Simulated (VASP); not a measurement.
Here is the system:

```xyz
2
Lattice="3.8184 0.0000 0.0000 0.0000 3.8184 0.0000 0.0000 0.0000 3.8184" Properties=species:S:1:pos:R:3 pbc="T T T"
Cs     0.0000     0.0000     0.0000
H      1.9092     1.9092     1.9092
```

Calculation: PBEsol GGA, VASP's PBE PAW potentials (set 64) (plane waves; VASP). Settings: 400 eV cut-off, 6×6×6 Γ-centred mesh, Gaussian smearing of 0.050 eV, potentials Cs_sv H.

Energy and stress use the plane-wave basis of the starting cell.

### Question
The ions, cell shape and volume are relaxed. Predict the relaxed structure.

### Answer

```xyz
2
Lattice="3.7242 0.0000 0.0000 0.0000 3.7242 0.0000 0.0000 0.0000 3.7242" Properties=species:S:1:pos:R:3 pbc="T T T"
Cs     0.0000     0.0000     0.0000
H      1.8621     1.8621     1.8621
```
Space group Pm-3m (221), at a tolerance of 0.03 Å.

### Question
How do energy and volume change from the first to the last step?

### Answer
The energy (σ→0) changes by -6.5 meV/atom and the volume by -7.2 %, in 4 ionic steps.

The structure comes from a computed database's CsH entry (Pm-3m); how it stands against other phases isn't given here. This run relaxes it. Symmetry was kept, so distortions that lower it aren't found.
